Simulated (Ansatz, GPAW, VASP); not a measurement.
## One calculation of C, 4 ways

```
C
1.0
     0.00000    1.78337    1.78337
     1.78337    0.00000    1.78337
     1.78337    1.78337    0.00000
C
2
Direct
  0.75000 0.75000 0.75000
  0.50000 0.50000 0.50000
```

Alike in all runs: task single point; functional PBEsol; k mesh 13 × 13 × 13; occupations gaussian, width 0.05 eV; no spin polarisation; no spin-orbit coupling. Pressure is positive in compression and, in plane waves, holds the error of the finite cutoff, which Ansatz's Pulay term estimates and takes out.

| program and potentials | plane-wave cutoff (eV) | notes | pressure (GPa) |
| --- | --- | --- | --- |
| Ansatz, Ansatz PAW | 420 | potentials made for PBE, which Ansatz adapts in part; Pulay term of +1.04 GPa included | -4.81 |
| Ansatz, all-electron LAPW, scalar-relativistic | - | - | -4.78 |
| VASP, PBE PAW files C, release 54, 520 eV | 520 | potentials made for PBE | -3.75 |
| GPAW, PAW data sets generated for this functional | 800 | - | -5.16 |

The pressure spans -5.16 (GPAW, PAW data sets generated for this functional) to -3.75 GPa (VASP, PBE PAW files C, release 54, 520 eV), with all-electron results at -4.78.

The functional is the same throughout but for its coding, so the spread measures potentials, basis and numerics; runs on potential files found faulty are left out.
